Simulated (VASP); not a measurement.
VASP ran on this input.

KPOINTS:
```
Automatic mesh
0
Gamma
12 12 12
0 0 0
```

### POSCAR
```
As
1
    3.3845324621    -1.8679934768    -0.0840537317
    3.3845324621     1.8679934768    -0.0840537317
    2.4303256116     0.0000000000     3.0074973164
As
2
Direct
  0.2339399791   0.2339399791   0.2339399792
  0.7660600209   0.7660600209   0.7660600208
```

**INCAR**
```
PREC  =  Accurate
ALGO  =  Normal   ! blocked Davidson
LASPH  =  .TRUE.   ! aspherical one-centre terms
LCHARG  =  .FALSE.
EDIFF  =  1E-6
LMAXMIX  =  4
SIGMA  =  0.1
NSW  =  40   ! most ionic steps
SYSTEM  =  As
LREAL  =  .FALSE.   ! projection in real space or not
GGA  =  PS   ! PBEsol
ISIF  =  3
NELM  =  100   ! most electronic steps
LWAVE  =  .FALSE.
IBRION  =  2
ENCUT  =  500   ! plane-wave cut-off (eV)
PSTRESS  =  100   ! kbar
ISMEAR  =  1   ! Methfessel-Paxton
EDIFFG  =  -0.02   ! ionic stop
```

POTCAR, in this order: As (PBE.64 set). Program: vasp_std.

Q: Write an equivalent input for Quantum ESPRESSO's pw.x.

A: One equivalent input (not run):
```
&CONTROL
  calculation = 'vc-relax'
  pseudo_dir = './pseudo'
  outdir = './out'
  tprnfor = .true.
  tstress = .true.
  nstep = 40
  forc_conv_thr = 0.00078
/
&SYSTEM
  ibrav = 0
  nat = 2
  ntyp = 1
  ecutwfc = 84
  occupations = 'smearing'
  smearing = 'methfessel-paxton'
  degauss = 0.00735
  input_dft = 'pbesol'
/
&ELECTRONS
  conv_thr = 7.3e-08
  electron_maxstep = 100
/
&IONS
/
&CELL
  press = 100
/
ATOMIC_SPECIES
  As 74.922 As.upf
CELL_PARAMETERS angstrom
     3.3845325   -1.8679935   -0.0840537
     3.3845325    1.8679935   -0.0840537
     2.4303256    0.0000000    3.0074973
ATOMIC_POSITIONS crystal
  As   0.2339400  0.2339400  0.2339400
  As   0.7660600  0.7660600  0.7660600
K_POINTS automatic
  12 12 12 0 0 0
```
Limits of the translation: the potentials are each code's own (VASP's PAW set, PseudoDojo norm-conserving files in pw.x), so ENCUT and ecutwfc are chosen apart and not converted; conv_thr bounds pw.x's estimated SCF error, while EDIFF bounds the energy change between steps; forc_conv_thr acts on force components and is met together with etot_conv_thr.

The compound is As in the a7 structure. This run relaxes it under an external pressure of 10 GPa. Symmetry was kept, so distortions that lower it aren't found.
